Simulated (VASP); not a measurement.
```
MgTe
1.0
    0.00000     3.25378     3.25378
    3.25378     0.00000     3.25378
    3.25378     3.25378     0.00000
Mg Te
1 1
Cartesian
  0.00000   0.00000   0.00000
  1.62689   1.62689   1.62689
```

Method: PBE GGA, VASP's PBE PAW potentials (set 64) (plane waves; VASP). Settings: 400 eV cut-off, 9×9×9 Γ-centred mesh, Gaussian smearing of 0.010 eV, potentials Mg Te.

Unless said otherwise, spin-orbit coupling is left out, though it shifts the bands of the heavy elements here.

**Question.** Estimate the energy per atom (σ→0), band gap (on the k-mesh) with the smallest direct gap where there is one.

**Answer.** 
```
Quantity                                     Result
-----------------------------------  --------------
band gap (on the k-mesh)                    2.32 eV
smallest direct gap (on the k-mesh)         2.32 eV
energy per atom (σ→0)                -3.202 eV/atom
```

Total energies compare only between runs with the same potentials, cut-off and functional.

The compound is MgTe in the zinc blende structure, whereas wurtzite is the usual form. It was relaxed first.
